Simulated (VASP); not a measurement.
Level of theory: r2SCAN meta-GGA, VASP's PBE PAW potentials (set 64) (plane waves; VASP).

Input for VASP

File POSCAR:
```
GaAs
1
    0.0000000000     2.8338580735     2.8338580735
    2.8338580735     0.0000000000     2.8338580735
    2.8338580735     2.8338580735     0.0000000000
Ga As
1 1
Direct
  0.0000000000   0.0000000000   0.0000000000
  0.7500000000   0.7500000000   0.7500000000
```

**INCAR**
```
# general
SYSTEM  = GaAs
PREC    = Normal
ENCUT   = 400
LREAL   = .FALSE.
LASPH   = .TRUE.

# electronic loop
EDIFF   = 1E-5
NELM    = 100
NELMIN  = 4
ALGO    = Normal
LMAXMIX = 4
LMIXTAU = .TRUE.

# smearing
ISMEAR  = 0
SIGMA   = 0.05

# functional
METAGGA = R2SCAN

# ions
IBRION  = 2
NSW     = 20
ISIF    = 2
EDIFFG  = -0.03

# output
LWAVE   = .FALSE.
LCHARG  = .FALSE.
```

### KPOINTS
```
Automatic mesh
0
Gamma
9 9 9
0 0 0
```

POTCAR, in this order: Ga_d As (PBE.64 set). Program: vasp_std.

Problem. What will the output report for the number of irreducible k-points (NKPTS), largest plane-wave count, number of space-group operations, FFT grid (NGX, NGY, NGZ)?

Solution. 
- number of irreducible k-points (NKPTS) = 35
- largest plane-wave count = 869
- number of space-group operations = 24
- FFT grid (NGX, NGY, NGZ) = 20 × 20 × 20

The compound is GaAs in the zinc blende structure. It was relaxed first.
